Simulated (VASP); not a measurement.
# In3SbO4 (Pmm2) in VASP: relaxation of cell and atoms with PBE

Aim: the relaxation of cell and atoms of In3SbO4 with PBE.

Everything below comes from runs of VASP 6.6.1. Logs are shortened: lines on timing, memory, paths and dates and some standing lists are left out, and cuts for length are marked.

### 1 The structure

Symmetry: Pmm2, No. 25, orthorhombic system. The conventional cell has a = 3.269 Å, b = 3.423 Å, c = 11.031 Å, α = 90.00°, β = 90.00°, γ = 90.00°. In (site symmetry mm2) is surrounded by 5 O at 2.28 to 2.41 Å. In (site symmetry mm2) is surrounded by 5 O at 2.42 to 2.50 Å. Around In (site symmetry mm2) lie 5 O at 2.19 to 2.39 Å. Sb (site symmetry mm2) has 1 O at 2.03 Å as nearest neighbours. Around O (site symmetry mm2) lie 1 Sb at 2.03 Å. Around O (site symmetry mm2) lie 5 In at 2.28 to 2.39 Å. Around O (site symmetry mm2) lie 4 Sb at 2.40 Å and 1 In at 2.42 Å. O (site symmetry mm2) is surrounded by 5 In at 2.19 to 2.41 Å.

The cell was built by a generator and needn't be a form met in nature.

### 2 Relaxation of cell and atoms, PBE

Contents of INCAR:

```
PREC = Accurate
ENCUT = 520
EDIFF = 1E-6
ISMEAR = 0
SIGMA = 0.1
LREAL = F
LASPH = T
NELM = 120
ALGO = Normal
ISIF = 3
LWAVE = F
LCHARG = F
GGA = PE
IBRION = 2
NSW = 90
EDIFFG = -0.01
KPAR = 4
```

Contents of KPOINTS:

```
regular mesh
0
Gamma
  10 8 4
```

Contents of POSCAR:

```
In3SbO4
1.0
    3.2690000000      0.0000000000      0.0000000000
    0.0000000000      3.4230000000      0.0000000000
    0.0000000000      0.0000000000     11.0310000000
In Sb O
3 1 4
Direct
    0.5000000000      0.5000000000      0.1265524400
    0.0000000000      0.5000000000      0.8884960600
    0.0000000000      0.0000000000      0.3662405900
    0.5000000000      0.0000000000      0.6317650300
    0.5000000000      0.0000000000      0.8162451300
    0.5000000000      0.5000000000      0.3333333300
    0.0000000000      0.5000000000      0.6692956200
    0.0000000000      0.0000000000      0.1679811400
```

Potentials or basis: VASP PAW PBE potentials, release 64 (In_d, Sb, O).

Command:

```
> cat potpaw_PBE.64/In_d/POTCAR potpaw_PBE.64/Sb/POTCAR potpaw_PBE.64/O/POTCAR > POTCAR
> mpirun -np 4 vasp_std > vasp.out
```

OUTCAR:

```text
PREC = Accurate
   ENCUT = 520
   EDIFF = 1E-6
   ISMEAR = 0
   LREAL = F
   LASPH = T
   NELM = 120
   ISIF = 3
   GGA = PE
   IBRION = 2
   NSW = 90
   EDIFFG = -0.01

 ion  position               nearest neighbor table
   1  0.500  0.500  0.127-   6 2.28   8 2.41   8 2.41   8 2.41   8 2.41   2 3.09   2 3.09   3 3.55
                             3 3.55   3 3.55   3 3.55
   2  0.000  0.500  0.888-   7 2.42   5 2.50   5 2.50   5 2.50   5 2.50   1 3.09   1 3.09   4 3.69
                             4 3.69   4 3.69   4 3.69
   3  0.000  0.000  0.366-   8 2.19   6 2.39   6 2.39   6 2.39   6 2.39   4 3.35   4 3.35   1 3.55
                             1 3.55   1 3.55   1 3.55
   4  0.500  0.000  0.632-   5 2.03   7 2.40   7 2.40   7 2.40   7 2.40   3 3.35   3 3.35   2 3.69
                             2 3.69   2 3.69   2 3.69
   5  0.500  0.000  0.816-   4 2.03   2 2.50   2 2.50   2 2.50   2 2.50
   6  0.500  0.500  0.333-   1 2.28   3 2.39   3 2.39   3 2.39   3 2.39
   7  0.000  0.500  0.669-   4 2.40   4 2.40   4 2.40   4 2.40   2 2.42
   8  0.000  0.000  0.168-   3 2.19   1 2.41   1 2.41   1 2.41   1 2.41

  LATTYP: Found a simple orthorhombic cell.
 ALAT       =     3.2690000000
 B/A-ratio  =     1.0471092077
 C/A-ratio  =     3.3744264301

  Lattice vectors:

 A1 = (   3.2690000000,   0.0000000000,   0.0000000000)
 A2 = (   0.0000000000,   3.4230000000,   0.0000000000)
 A3 = (   0.0000000000,   0.0000000000,  11.0310000000)

Analysis of symmetry for initial positions (statically):
=====================================================================
 Subroutine PRICEL returns:
 Original cell was already a primitive cell.

 Routine SETGRP: Setting up the symmetry group for a
 simple orthorhombic supercell.

 Subroutine GETGRP returns: Found  4 space group operations
 (whereof  4 operations were pure point group operations)
 out of a pool of  8 trial point group operations.

The static configuration has the point symmetry C_2v.

Analysis of symmetry for dynamics (positions and initial velocities):
=====================================================================
 Subroutine PRICEL returns:
 Original cell was already a primitive cell.

 Routine SETGRP: Setting up the symmetry group for a
 simple orthorhombic supercell.

 Subroutine GETGRP returns: Found  4 space group operations
 (whereof  4 operations were pure point group operations)
 out of a pool of  8 trial point group operations.

The dynamic configuration has the point symmetry C_2v.

[... 128 lines left out ...]
   IMIX   =      4    mixing-type and parameters
     AMIX     =   0.40;   BMIX     =  1.00
     AMIX_MAG =   1.60;   BMIX_MAG =  1.00
  volume/ion in A,a.u.               =      15.43       104.12
  Fermi-wavevector in a.u.,A,eV,Ry     =   1.342040  2.536088 24.505076  1.801072
  Thomas-Fermi vector in A             =   2.470226
   LORBIT       =      0    0 simple, 1 ext, 2 COOP (PROOUT), +10 PAW based schemes
   GGA     = PE    functional components
   LHFCALC =     F    Hartree Fock is set to
   AEXX    =    0.0000 exact exchange contribution
   IVDW    =     0    specifies the selected vdW correction
   LEPSILON=     F    determine dielectric tensor
   LRPA    =     F    only Hartree local field effects (RPA)
 conjugate gradient relaxation of ions
 non-spin polarized calculation
 Gauss-broadening in eV      SIGMA  =   0.10
  energy-cutoff  :      520.00
  volume of cell :      123.43
 maximum number of plane-waves:      3364
   NGX = 13   NGY = 13   NGZ = 41

--------------------------------------- Ionic step        1  -------------------------------------------

 number of electron      67.9999958 magnetization

 Free energy of the ion-electron system (eV)
  ---------------------------------------------------
  ext. energy  EPLUGINS =         0.00000000
  ---------------------------------------------------
  free energy    TOTEN  =       -39.25899599 eV

  energy without entropy =      -39.24261789  energy(sigma->0) =      -39.25080694

------------------------ aborting loop because EDIFF is reached ----------------------------------------

  FORCE on cell =-STRESS in cart. coord.  units (eV):
  Direction    XX          YY          ZZ          XY          YZ          ZX
  --------------------------------------------------------------------------------------
  -------------------------------------------------------------------------------------
  Total        0.8137974      0.8348108      0.6404011      0.0000000      0.0000000      0.0000000
  in kB       10.5630705     10.8358232      8.3123909      0.0000000      0.0000000      0.0000000
  external PRESSURE =       9.9037615 kB  Pullay stress =       0.0000000 kB
[... 107 lines left out ...]
  FREE ENERGIE OF THE ION-ELECTRON SYSTEM (eV)
  ---------------------------------------------------
  free  energy   TOTEN  =       -39.2806508959 eV

  energy  without entropy=      -39.2671867399  energy(sigma->0) =      -39.27391882

[... ionic steps 4 to 14 ...]

--------------------------------------- Ionic step       15  -------------------------------------------

 number of electron      67.9999962 magnetization

------------------------ aborting loop because EDIFF is reached ----------------------------------------
[... 79 lines left out ...]
--------------------------------------- Ionic step       17  -------------------------------------------

 number of electron      67.9999962 magnetization

 Free energy of the ion-electron system (eV)
  ---------------------------------------------------
  ext. energy  EPLUGINS =         0.00000000
  ---------------------------------------------------
  free energy    TOTEN  =       -39.30025076 eV

  energy without entropy =      -39.28821572  energy(sigma->0) =      -39.29423324

 E-fermi :   7.8378     XC(G=0): -10.8226

 val. band max:        7.8136489239   @ k =   0.2000   0.5000   0.0000
 cond. band min:       7.8569730350   @ k =   0.2000   0.2500   0.5000
 fundamental gap:      0.0433241110
 Fermi energy:         7.8378320004

 k-point     1 :       0.0000    0.0000    0.0000
  band No.  band energies     occupation
      1     -12.3523      2.00000
      2     -11.1598      2.00000
      3     -10.8262      2.00000
      4     -10.5408      2.00000
      5      -7.0604      2.00000
      6      -6.9828      2.00000
[... 1021 lines left out ...]
     39      11.8088      0.00000
     40      11.8640      0.00000

 [... further k-points ...]
[... 5 lines left out ...]
  --------------------------------------------------------------------------------------
  -------------------------------------------------------------------------------------
  Total       -0.0380164     -0.0122317     -0.0215399      0.0000000      0.0000000      0.0000000
  in kB       -0.4896810     -0.1575546     -0.2774509      0.0000000      0.0000000      0.0000000
  external PRESSURE =      -0.3082288 kB  Pullay stress =       0.0000000 kB
[... 23 lines left out ...]
  FREE ENERGIE OF THE ION-ELECTRON SYSTEM (eV)
  ---------------------------------------------------
  free  energy   TOTEN  =       -39.3002507630 eV

  energy  without entropy=      -39.2882157161  energy(sigma->0) =      -39.29423324

 reached required accuracy - stopping structural energy minimisation
```

Run time: 16 min. Hardware: 4 MPI ranks of Intel Xeon Platinum 8488C (Sapphire Rapids), shared host; peak memory 0.51 GiB.

What came out:

```
Free energy                            : -39.3003 eV
Relaxed volume                         : 15.55 Å³/atom
Relaxed cell                           : a = 3.278 Å, b = 3.444 Å, c = 11.019 Å, α = 90.00°, β = 90.00°, γ = 90.00°
Space group after relaxing (to 0.05 Å) : Pmm2 (No. 25)
Energy gained by relaxing              : 5.2 meV/atom
Ionic steps                            : 17
Pressure after relaxing                : 0.0 GPa
Largest force after relaxing           : 0.008 eV/Å
Band gap on the k mesh                 : none (metal or under the smearing width)
```

Forces on the atoms (eV/Å):
```
In   0.000  0.000  0.008
In   0.000  0.000 -0.004
In   0.000  0.000 -0.007
Sb   0.000  0.000 -0.002
O    0.000  0.000  0.006
O    0.000  0.000 -0.003
O    0.000  0.000  0.001
O    0.000  0.000  0.001
```

Step by step:
```csv
step,energy change (eV),largest force (eV/Å),pressure (GPa),volume (Å³)
1,0.0000,0.3492,0.99,123.43
2,-0.0216,0.3126,-0.96,125.15
3,-0.0217,0.3108,-1.02,125.19
4,-0.0372,0.1075,-0.32,124.52
5,-0.0377,0.1079,-0.18,124.39
6,-0.0390,0.0781,0.17,124.10
7,-0.0390,0.0781,0.20,124.08
8,-0.0397,0.0516,-0.04,124.29
9,-0.0397,0.0461,-0.10,124.33
10,-0.0402,0.0339,-0.04,124.24
11,-0.0405,0.0365,0.08,124.09
12,-0.0408,0.0390,0.00,124.23
13,-0.0410,0.0431,-0.11,124.41
14,-0.0412,0.0287,0.01,124.34
15,-0.0412,0.0280,0.03,124.34
16,-0.0412,0.0144,0.00,124.36
17,-0.0413,0.0078,-0.03,124.38
```

Final structure:
```cif
data_structure
_symmetry_space_group_name_H-M 'P 1'
_symmetry_Int_Tables_number 1
_cell_length_a 3.2779
_cell_length_b 3.4436
_cell_length_c 11.0192
_cell_angle_alpha 90.000
_cell_angle_beta 90.000
_cell_angle_gamma 90.000
_cell_volume 124.38
loop_
_atom_site_label
_atom_site_type_symbol
_atom_site_fract_x
_atom_site_fract_y
_atom_site_fract_z
_atom_site_occupancy
In1 In 0.50000 0.50000 0.12798 1
In2 In 0.00000 0.50000 0.88540 1
In3 In 0.00000 0.00000 0.36764 1
Sb1 Sb 0.50000 0.00000 0.63173 1
O1 O 0.50000 0.00000 0.81927 1
O2 O 0.50000 0.50000 0.32810 1
O3 O 0.00000 0.50000 0.67493 1
O4 O 0.00000 0.00000 0.16487 1
```
